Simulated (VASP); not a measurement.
Here is the system:

```
CELL_PARAMETERS angstrom
      0.00000     2.98916     2.98916
      2.98916     0.00000     2.98916
      2.98916     2.98916     0.00000
ATOMIC_POSITIONS crystal
  Li 0.25000 0.25000 0.25000
  Li 0.75000 0.75000 0.75000
  Se 0.00000 0.00000 0.00000
```

These are r2SCAN meta-GGA, VASP's PBE PAW potentials (set 64) (plane waves; VASP) values and carry that method's errors. Run with 520 eV cut-off, 9×9×9 Γ-centred mesh, tetrahedra with Blöchl corrections, potentials Li_sv Se.

Task: Estimate the energy per atom (σ→0), band gap (over mesh and band path) with the smallest direct gap where there is one.

Result: 
```json
{
  "band gap (over mesh and band path)": "3.45 eV",
  "smallest direct gap (over mesh and band path)": "4.20 eV",
  "energy per atom (σ→0)": "-7.812 eV/atom"
}
```

The absolute energy has meaning only against runs of the same code, potentials and settings.

The compound is Li2Se in the antifluorite structure. It was relaxed first.
